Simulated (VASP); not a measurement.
Consider the following.

```xyz
2
Lattice="1.7759 -3.0760 0.0000 1.7759 3.0760 0.0000 0.0000 0.0000 5.5447" Properties=species:S:1:pos:R:3 pbc="T T T"
Lu     1.7759     1.0253     1.3862
Lu     1.7759    -1.0253     4.1585
```

Level of theory: vdW-DF2, VASP's PBE PAW potentials (set 64) (plane waves; VASP). Numerical set-up: 520 eV cut-off, Gaussian smearing of 0.050 eV, potentials Lu_3.

**Question.** Give the energies of bands 7 to 12 at the high-symmetry points, in eV from the Fermi level.

**Answer.** 
```tsv
band	Γ	M	K	A	L	H
7	-5.93	-2.34	-0.98	-4.30	-2.07	-0.65
8	-2.37	-1.35	-0.98	-4.30	-2.07	-0.65
9	0.73	-0.80	-0.65	1.15	0.11	-0.43
10	2.05	-0.32	-0.57	1.15	0.11	-0.43
11	2.05	1.56	1.25	1.96	1.35	0.37
12	2.48	1.75	1.25	1.96	1.35	0.37
```

It has no gap at this level: it comes out as a metal or semimetal.

The compound is Lu in the hcp structure. It was relaxed first.
